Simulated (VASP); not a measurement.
Calculation: LDA (Ceperley-Alder, Perdew-Zunger), VASP's LDA PAW potentials (set 64) (plane waves; VASP 6.6.1).

VASP ran on this input.

File POSCAR:
```
TiC
1
    0.0000000000     2.1531863588     2.1531863588
    2.1531863588     0.0000000000     2.1531863588
    2.1531863588     2.1531863588     0.0000000000
Ti C
1 1
Direct
  0.0000000000   0.0000000000   0.0000000000
  0.5000000000   0.5000000000   0.5000000000
```

### KPOINTS
```
Automatic mesh
0
Gamma
15 15 15
0 0 0
```

### INCAR
```
SYSTEM = TiC
PREC = Accurate
ENCUT = 520
EDIFF = 1E-7
NELM = 100
ALGO = Normal
LREAL = .FALSE.
LASPH = .TRUE.
ISMEAR = 1
SIGMA = 0.1
LMAXMIX = 4
LWAVE = .FALSE.
LCHARG = .FALSE.
ISIF = 2
```

POTCAR, in this order: Ti_sv C (LDA.64 set). Program: vasp_std.

Output of the run:

### OSZICAR
```
       N       E                     dE             d eps       ncg     rms          rms(c)
DAV:   1     0.118825451131E+03    0.11883E+03   -0.84847E+03  2880   0.159E+03
DAV:   2    -0.159782058902E+02   -0.13480E+03   -0.12856E+03  2996   0.383E+02
DAV:   3    -0.255650407176E+02   -0.95868E+01   -0.92587E+01  3772   0.979E+01
DAV:   4    -0.260287221365E+02   -0.46368E+00   -0.46302E+00  3720   0.203E+01
DAV:   5    -0.260446351669E+02   -0.15913E-01   -0.15907E-01  3876   0.334E+00    0.188E+01
DAV:   6    -0.212558953978E+02    0.47887E+01   -0.31937E+01  3400   0.705E+01    0.721E+00
DAV:   7    -0.205766907895E+02    0.67920E+00   -0.48638E+00  3460   0.287E+01    0.501E+00
DAV:   8    -0.205365354121E+02    0.40155E-01   -0.15058E-01  2996   0.501E+00    0.306E+00
DAV:   9    -0.205292049543E+02    0.73305E-02   -0.14736E-01  3192   0.462E+00    0.797E-01
DAV:  10    -0.205258748222E+02    0.33301E-02   -0.16513E-02  4092   0.190E+00    0.556E-01
DAV:  11    -0.205244649179E+02    0.14099E-02   -0.85042E-03  3044   0.144E+00    0.136E-01
DAV:  12    -0.205244018341E+02    0.63084E-04   -0.71875E-04  3052   0.451E-01    0.394E-02
DAV:  13    -0.205243867120E+02    0.15122E-04   -0.39759E-05  4332   0.785E-02    0.146E-02
DAV:  14    -0.205243851900E+02    0.15220E-05   -0.31184E-06  3048   0.219E-02    0.273E-03
DAV:  15    -0.205243849852E+02    0.20486E-06   -0.43564E-07  3792   0.809E-03    0.397E-04
DAV:  16    -0.205243849834E+02    0.17574E-08   -0.23028E-08  1608   0.142E-03
   1 F= -.20524385E+02 E0= -.20524338E+02  d E =-.141124E-03
```

File OUTCAR:
```
------------------------ aborting loop because EDIFF is reached ----------------------------------------
  FORCE on cell =-STRESS in cart. coord.  units (eV):
  Direction    XX          YY          ZZ          XY          YZ          ZX
  --------------------------------------------------------------------------------------
  Total       -0.9691072     -0.9691072     -0.9691072     -0.0000000     -0.0000000      0.0000000
  in kB      -77.7691890    -77.7691890    -77.7691890     -0.0000000     -0.0000000      0.0000000
  external PRESSURE =     -77.7691890 kB  Pullay stress =       0.0000000 kB
  volume of cell :       19.97
      direct lattice vectors                 reciprocal lattice vectors
     0.000000000  2.153186359  2.153186359    -0.232213992  0.232213992  0.232213992
     2.153186359  0.000000000  2.153186359     0.232213992 -0.232213992  0.232213992
     2.153186359  2.153186359  0.000000000     0.232213992  0.232213992 -0.232213992
 POSITION                                       TOTAL-FORCE (eV/Angst)
 -----------------------------------------------------------------------------------
      0.00000      0.00000      0.00000        -0.000000      0.000000      0.000000
      2.15319      2.15319      2.15319         0.000000     -0.000000     -0.000000
 -----------------------------------------------------------------------------------
    total drift:                                0.000000     -0.000000     -0.000000
  FREE ENERGIE OF THE ION-ELECTRON SYSTEM (eV)
  ---------------------------------------------------
  free  energy   TOTEN  =       -20.5243849834 eV

  energy  without entropy=      -20.5242438596  energy(sigma->0) =      -20.52433794
```
(Selected blocks of OUTCAR.)

The compound is TiC in the rock salt structure. This cell is one point of a volume scan, at 1.03 of the reference volume.
